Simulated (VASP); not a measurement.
All values below come from PBEsol GGA, VASP's PBE PAW potentials (set 64) (plane waves; VASP).

The input files of a VASP run:

File POSCAR:
```
Pt3Ti
1
    3.9748918214     0.0000000000     0.0000000000
    0.0000000000     3.9748918214     0.0000000000
    0.0000000000     0.0000000000     3.9748918214
Ti Pt
1 3
Direct
  0.0000000000   0.0000000000   0.0000000000
  0.0000000000   0.5000000000   0.5000000000
  0.5000000000   0.0000000000   0.5000000000
  0.5000000000   0.5000000000   0.0000000000
```

### KPOINTS
```
K-points
0
gamma
  8 8 8
0 0 0
```

INCAR:
```
LREAL = .False.   # projection in real space or not
SIGMA = 0.1   # width (eV)
ENCUT = 520
ALGO = Normal   # blocked Davidson
ISIF = 2   # forces and stress, cell fixed
ISMEAR = 1   # Methfessel-Paxton
LCHARG = .False.
LASPH = .True.   # aspherical one-centre terms
LWAVE = .False.
NELM = 100   # most electronic steps
PREC = Accurate
EDIFF = 1E-7
LMAXMIX = 6   # l cut-off of mixed one-centre charges
GGA = PS   # PBEsol
SYSTEM = Pt3Ti
```

POTCAR, in this order: Ti_sv Pt (PBE.64 set). Program: vasp_std.

What VASP printed:

File OUTCAR:
```
 ion  position               nearest neighbor table
   1  0.000  0.000  0.000-   2 2.81   3 2.81   4 2.81   2 2.81   3 2.81   2 2.81   4 2.81   2 2.81
                             3 2.81   4 2.81   3 2.81   4 2.81
   2  0.000  0.500  0.500-   1 2.81   3 2.81   4 2.81   1 2.81   4 2.81   1 2.81   3 2.81   1 2.81
                             3 2.81   4 2.81   4 2.81   3 2.81
   3  0.500  0.000  0.500-   1 2.81   2 2.81   4 2.81   1 2.81   4 2.81   2 2.81   4 2.81   4 2.81
                             1 2.81   2 2.81   1 2.81   2 2.81
   4  0.500  0.500  0.000-   1 2.81   2 2.81   3 2.81   2 2.81   3 2.81   1 2.81   3 2.81   3 2.81
                             1 2.81   2 2.81   2 2.81   1 2.81
  LATTYP: Found a simple cubic cell.
 ALAT       =     3.9748918214
 Subroutine PRICEL returns:
 Original cell was already a primitive cell.
 Subroutine GETGRP returns: Found 48 space group operations
The static configuration has the point symmetry O_h .
The dynamic configuration has the point symmetry O_h .
 Subroutine INISYM returns: Found 48 space group operations
 Subroutine IBZKPT returns following result:
 Found     35 irreducible k-points:

 Following reciprocal coordinates:
            Coordinates               Weight
  0.000000  0.000000  0.000000      1.000000
  0.125000  0.000000  0.000000      6.000000
  0.250000  0.000000  0.000000      6.000000
  0.375000  0.000000  0.000000      6.000000
  0.500000  0.000000  0.000000      3.000000
  0.125000  0.125000  0.000000     12.000000
  0.250000  0.125000  0.000000     24.000000
  0.375000  0.125000  0.000000     24.000000
  0.500000  0.125000  0.000000     12.000000
  0.250000  0.250000  0.000000     12.000000
  0.375000  0.250000  0.000000     24.000000
  0.500000  0.250000  0.000000     12.000000
  0.375000  0.375000  0.000000     12.000000
  0.500000  0.375000  0.000000     12.000000
  0.500000  0.500000  0.000000      3.000000
  0.125000  0.125000  0.125000      8.000000
  0.250000  0.125000  0.125000     24.000000
  0.375000  0.125000  0.125000     24.000000
  0.500000  0.125000  0.125000     12.000000
  0.250000  0.250000  0.125000     24.000000
  0.375000  0.250000  0.125000     48.000000
  0.500000  0.250000  0.125000     24.000000
  0.375000  0.375000  0.125000     24.000000
  0.500000  0.375000  0.125000     24.000000
  0.500000  0.500000  0.125000      6.000000
  0.250000  0.250000  0.250000      8.000000
  0.375000  0.250000  0.250000     24.000000
  0.500000  0.250000  0.250000     12.000000
  0.375000  0.375000  0.250000     24.000000
  0.500000  0.375000  0.250000     24.000000
  0.500000  0.500000  0.250000      6.000000
  0.375000  0.375000  0.375000      8.000000
  0.500000  0.375000  0.375000     12.000000
  0.500000  0.500000  0.375000      6.000000
  0.500000  0.500000  0.500000      1.000000
   k-points           NKPTS =     35   k-points in BZ     NKDIM =     35   number of bands    NBANDS=     25
   number of dos      NEDOS =    301   number of ions     NIONS =      4
   total plane-waves  NPLWV =  27000
   dimension x,y,z NGX =    30 NGY =   30 NGZ =   30
   dimension x,y,z NGXF=    60 NGYF=   60 NGZF=   60
   ions per type =               1   3
   PREC   = accura    normal or accurate (medium, high low for compatibility)
   ISTART =      0    job   : 0-new  1-cont  2-samecut
   ICHARG =      2    charge: 1-file 2-atom 10-const
   ISPIN  =      1    spin polarized calculation?
   LNONCOLLINEAR =      F non collinear calculations
   LSORBIT =      F    spin-orbit coupling
   INIWAV =      1    electr: 0-lowe 1-rand  2-diag
   ENCUT  =  520.0 eV  38.22 Ry    6.18 a.u.   7.39  7.39  7.39*2*pi/ulx,y,z
   NELM   =    100;   NELMIN=  2; NELMDL= -5     # of ELM steps
   EDIFF  = 0.1E-06   stopping-criterion for ELM
   LREAL  =      F    real-space projection
   NLSPLINE    = F    spline interpolate recip. space projectors
...
```

File OSZICAR:
```
       N       E                     dE             d eps       ncg     rms          rms(c)
DAV:   1     0.379716370461E+03    0.37972E+03   -0.21282E+04  1750   0.181E+03
DAV:   2    -0.629608761263E+00   -0.38035E+03   -0.37280E+03  1875   0.449E+02
DAV:   3    -0.352928788786E+02   -0.34663E+02   -0.33612E+02  2673   0.112E+02
DAV:   4    -0.362667913755E+02   -0.97391E+00   -0.97066E+00  2001   0.205E+01
DAV:   5    -0.362998817898E+02   -0.33090E-01   -0.33061E-01  2578   0.374E+00    0.204E+01
DAV:   6    -0.340366731135E+02    0.22632E+01   -0.24749E+01  2491   0.346E+01    0.141E+01
DAV:   7    -0.336144828193E+02    0.42219E+00   -0.33129E+01  2474   0.342E+01    0.949E+00
DAV:   8    -0.327765357446E+02    0.83795E+00   -0.17250E+00  2428   0.100E+01    0.446E+00
DAV:   9    -0.326617986302E+02    0.11474E+00   -0.23761E+00  2582   0.820E+00    0.248E+00
DAV:  10    -0.325988116459E+02    0.62987E-01   -0.40881E-01  2513   0.434E+00    0.305E-01
DAV:  11    -0.326008142320E+02   -0.20026E-02   -0.62497E-03  2401   0.610E-01    0.441E-01
DAV:  12    -0.325990695194E+02    0.17447E-02   -0.14645E-02  2563   0.691E-01    0.119E-01
DAV:  13    -0.325989878618E+02    0.81658E-04   -0.32520E-04  2270   0.120E-01    0.557E-02
DAV:  14    -0.325989893955E+02   -0.15338E-05   -0.47341E-05  2215   0.513E-02    0.509E-02
DAV:  15    -0.325989649174E+02    0.24478E-04   -0.12951E-04  2591   0.706E-02    0.677E-03
DAV:  16    -0.325989657001E+02   -0.78266E-06   -0.30949E-06  2488   0.108E-02    0.636E-03
DAV:  17    -0.325989655385E+02    0.16161E-06   -0.15051E-06  2395   0.888E-03    0.201E-03
DAV:  18    -0.325989655088E+02    0.29703E-07   -0.68152E-08  1039   0.258E-03
   1 F= -.32598966E+02 E0= -.32598891E+02  d E =-.224885E-03
```

### OUTCAR
```
------------------------ aborting loop because EDIFF is reached ----------------------------------------
  FORCE on cell =-STRESS in cart. coord.  units (eV):
  Direction    XX          YY          ZZ          XY          YZ          ZX
  --------------------------------------------------------------------------------------
  Total       -5.2613522     -5.2613522     -5.2613522      0.0000000      0.0000000     -0.0000000
  in kB     -134.2245679   -134.2245679   -134.2245679      0.0000000      0.0000000     -0.0000000
  external PRESSURE =    -134.2245679 kB  Pullay stress =       0.0000000 kB
  volume of cell :       62.80
      direct lattice vectors                 reciprocal lattice vectors
     3.974891821  0.000000000  0.000000000     0.251579174  0.000000000  0.000000000
     0.000000000  3.974891821  0.000000000     0.000000000  0.251579174  0.000000000
     0.000000000  0.000000000  3.974891821     0.000000000  0.000000000  0.251579174
 POSITION                                       TOTAL-FORCE (eV/Angst)
 -----------------------------------------------------------------------------------
      0.00000      0.00000      0.00000         0.000000      0.000000      0.000000
      0.00000      1.98745      1.98745         0.000000      0.000000      0.000000
      1.98745      0.00000      1.98745         0.000000      0.000000      0.000000
      1.98745      1.98745      0.00000         0.000000      0.000000      0.000000
 -----------------------------------------------------------------------------------
    total drift:                                0.000000      0.000000     -0.000000
  FREE ENERGIE OF THE ION-ELECTRON SYSTEM (eV)
  ---------------------------------------------------
  free  energy   TOTEN  =       -32.5989655088 eV

  energy  without entropy=      -32.5987406240  energy(sigma->0) =      -32.59889055
```
(Selected blocks of OUTCAR.)

The compound is Pt3Ti in the L1_2 structure. This cell is one point of a volume scan, at 1.06 of the reference volume.
